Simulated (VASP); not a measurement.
Input:

```
CsI
1.0
    4.67092     0.00000     0.00000
    0.00000     4.67092     0.00000
    0.00000     0.00000     4.67092
Cs I
1 1
Cartesian
  0.00000   0.00000   0.00000
  2.33546   2.33546   2.33546
```

The numbers are results of PBE GGA, VASP's PBE PAW potentials (set 64) (plane waves; VASP), not measurements. Numerical set-up: 520 eV cut-off, Gaussian smearing of 0.050 eV, potentials Cs_sv I.

Unless said otherwise, spin-orbit coupling is left out, though it shifts the bands of the heavy elements here.

**Question.** Give the energies of bands 6 to 11 at the high-symmetry points, in eV from the valence-band maximum.

**Answer.** 
```tsv
band	Γ	X	M	R
6	-0.10	-1.40	-0.81	-1.15
7	-0.10	-0.21	-0.81	-1.15
8	-0.10	-0.21	0.00	-1.15
9	3.67	5.21	4.25	6.96
10	4.27	6.21	4.89	6.96
11	4.27	6.43	6.08	6.96
```

The gap is indirect, 3.67 eV, from the valence maximum at M to the conduction minimum at Γ.

Measured: gap 6.20 eV (computed value off by -2.53 eV), as given by Aguado et al., (1998), arXiv:cond-mat/9809176.

The compound is CsI in the CsCl type structure. It was relaxed first, which changed the volume by +7 %.
